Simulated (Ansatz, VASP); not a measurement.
# One calculation of Ru2C, two programs

```
CELL_PARAMETERS angstrom
0.00000 3.49387 3.49387
3.49387 0.00000 3.49387
3.49387 3.49387 0.00000
ATOMIC_POSITIONS crystal
Ru 0.62500 0.62500 0.62500
Ru 0.12500 0.62500 0.62500
Ru 0.62500 0.62500 0.12500
Ru 0.62500 0.12500 0.62500
C 0.00000 0.00000 0.00000
C 0.25000 0.25000 0.25000
```

Change from the starting cell: species swapped into the LaRu2 type (Fd-3m, No. 227).

Alike in both runs: functional PBE; k mesh 4 × 4 × 4; occupations gaussian, width 0.1 eV; no spin polarisation.

Ansatz relaxed the structure, and its values are those at the end. VASP's run is a single point on that final structure, the one shown.

|  | VASP | Ansatz |
| --- | --- | --- |
| version | VASP 6.6.1 | Ansatz 0.2.0 |
| potentials or method | VASP PAW PBE potentials, release 64 (Ru_pv, C) | scalar-relativistic, plane waves, PAW |
| plane-wave cutoff (eV) | 520 | 420 |
| valence electrons in the cell | 64 | 72 |

Ansatz gave:

- gap on the k mesh at the Fermi level (eV): none
- pressure (GPa): 0.1

Task: Estimate VASP's values.

Result: gap on the k mesh at the Fermi level (eV): none; pressure (GPa): 0.2.

A gap of «none» marks a metal or a gap that the smearing closes. The two sets of potentials don't hold the same shells in valence.

Caveats: the k mesh is coarse (spacing up to 0.39 Å⁻¹), so the values aren't converged.
